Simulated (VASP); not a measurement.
Level of theory: PBE GGA, VASP's PBE PAW potentials (set 64) (plane waves; VASP 6.6.1).

VASP ran on this input.

KPOINTS:
```
Automatic
0
G
 15 15 8
0 0 0
```

INCAR:
```
SYSTEM = Co
PREC = Accurate; ENCUT = 400; LREAL = .FALSE.
LASPH = .TRUE.
EDIFF = 1E-6; NELM = 100; ALGO = Normal
LMAXMIX = 4
ISMEAR = 1; SIGMA = 0.1
GGA = PE
ISPIN = 2; MAGMOM = 2*3.8
ISIF = 2
LWAVE = .FALSE.; LCHARG = .FALSE.; LORBIT = 10
```

File POSCAR:
```
Co
1.0
  1.2801000000  -2.2171980000   0.0000000000
  1.2801000000   2.2171980000   0.0000000000
  0.0000000000   0.0000000000   4.1514000000
Co
2
Cart
  1.2801000000   0.7390674781   1.0378500000
  1.2801000000  -0.7390674781   3.1135500000
```

POTCAR, in this order: Co (PBE.64 set). Program: vasp_std.

The resulting files:

OSZICAR:
```
       N       E                     dE             d eps       ncg     rms          rms(c)
DAV:   1     0.712883018587E+02    0.71288E+02   -0.72277E+03  9444   0.117E+03
DAV:   2    -0.127060302114E+02   -0.83994E+02   -0.77517E+02  9217   0.213E+02
DAV:   3    -0.149137922771E+02   -0.22078E+01   -0.21679E+01 10571   0.464E+01
DAV:   4    -0.149497452348E+02   -0.35953E-01   -0.35943E-01 12719   0.467E+00
DAV:   5    -0.149502228854E+02   -0.47765E-03   -0.47763E-03 10905   0.460E-01    0.171E+01
DAV:   6    -0.144530598846E+02    0.49716E+00   -0.11214E+01  9617   0.671E+01    0.725E+00
DAV:   7    -0.140063555899E+02    0.44670E+00   -0.18586E+00 10010   0.262E+01    0.356E+00
DAV:   8    -0.139927705644E+02    0.13585E-01   -0.24897E-02 12321   0.201E+00    0.135E+00
DAV:   9    -0.139831830804E+02    0.95875E-02   -0.45399E-03 13812   0.960E-01    0.575E-01
DAV:  10    -0.139807385691E+02    0.24445E-02   -0.42071E-04 13159   0.260E-01    0.906E-02
DAV:  11    -0.139808021854E+02   -0.63616E-04   -0.14155E-04 12873   0.191E-01    0.336E-02
DAV:  12    -0.139807951822E+02    0.70032E-05   -0.91713E-06  9687   0.331E-02    0.192E-02
DAV:  13    -0.139807954544E+02   -0.27221E-06   -0.12202E-06  7394   0.140E-02
   1 F= -.13980795E+02 E0= -.13980807E+02  d E =0.359010E-04  mag=     3.3063
```

### OUTCAR
```
------------------------ aborting loop because EDIFF is reached ----------------------------------------
  FORCE on cell =-STRESS in cart. coord.  units (eV):
  Direction    XX          YY          ZZ          XY          YZ          ZX
  --------------------------------------------------------------------------------------
  Total       -2.2494102     -2.2494097     -2.3233980      0.0000000      0.0000000      0.0000000
  in kB     -152.9347888   -152.9347558   -157.9651338      0.0000000      0.0000000      0.0000000
  external PRESSURE =    -154.6115594 kB  Pullay stress =       0.0000000 kB
  volume of cell :       23.57
      direct lattice vectors                 reciprocal lattice vectors
     1.280100000 -2.217198000  0.000000000     0.390594485 -0.225509855  0.000000000
     1.280100000  2.217198000  0.000000000     0.390594485  0.225509855  0.000000000
     0.000000000  0.000000000  4.151400000     0.000000000  0.000000000  0.240882594
 POSITION                                       TOTAL-FORCE (eV/Angst)
 -----------------------------------------------------------------------------------
      1.28010      0.73907      1.03785         0.000000     -0.000000      0.000000
      1.28010     -0.73907      3.11355        -0.000000      0.000000      0.000000
 -----------------------------------------------------------------------------------
    total drift:                                0.000000      0.000009     -0.000028
  FREE ENERGIE OF THE ION-ELECTRON SYSTEM (eV)
  ---------------------------------------------------
  free  energy   TOTEN  =       -13.9807954544 eV

  energy  without entropy=      -13.9808313554  energy(sigma->0) =      -13.98080742

 total charge

# of ion       s       p       d       tot
------------------------------------------
    1        0.456   0.453   7.212   8.122
    2        0.456   0.453   7.212   8.122
--------------------------------------------------
tot          0.912   0.906  14.425  16.244

 magnetization (x)

# of ion       s       p       d       tot
------------------------------------------
    1       -0.014  -0.053   1.757   1.690
    2       -0.014  -0.053   1.757   1.690
--------------------------------------------------
tot         -0.028  -0.106   3.515   3.380
```
(Selected blocks of OUTCAR.)

### OUTCAR
```
 val. band max:        9.1394215573   @ k =   0.2667  -0.0000   0.3750

 cond. band min:       9.1410749861   @ k =   0.4667   0.0000   0.5000


 Fermi energy:         9.1408183017

 spin component 1

 k-point     1 :       0.0000    0.0000    0.0000
  band No.  band energies     occupation
      1       0.7090      1.00000
      2       4.3736      1.00000
      3       6.6220      1.00000
      4       6.6505      1.00000
      5       6.6505      1.00000
      6       6.9187      1.00000
      7       6.9187      1.00000
      8       7.2261      1.00000
      9       7.2261      1.00000
     10       8.1831      1.00000
     11       8.1831      1.00000
     12       9.0944      0.84966
     13      14.7514      0.00000
     14      30.4497      0.00000
     15      32.2519      0.00000
     16      32.2519      0.00000
     17      33.2954      0.00000

 k-point     2 :       0.0667   -0.0000    0.0000
  band No.  band energies     occupation
      1       0.8559      1.00000
      2       4.4605      1.00000
      3       6.4865      1.00000
      4       6.7148      1.00000
      5       6.7688      1.00000
      6       6.8886      1.00000
      7       6.9752      1.00000
      8       7.1540      1.00000
      9       7.1862      1.00000
     10       7.6958      1.00000
     11       8.1998      1.00000
     12       9.7582     -0.00000
     13      14.7817      0.00000
     14      29.0207      0.00000
     15      30.7640      0.00000
     16      30.8090      0.00000
     17      33.6557      0.00000

 k-point     3 :       0.1333   -0.0000    0.0000
  band No.  band energies     occupation
      1       1.2876      1.00000
      2       4.6936      1.00000
      3       6.3047      1.00000
      4       6.7735      1.00000
      5       6.7777      1.00000
      6       6.9005      1.00000
      7       6.9579      1.00000
      8       7.0811      1.00000
      9       7.1386      1.00000
...
```

The compound is Co in the hcp structure. The cell was not relaxed at this level. The run is one of a series of settings (MAGMOM = 3.8 3.8 against the base run), some of them coarse on purpose.
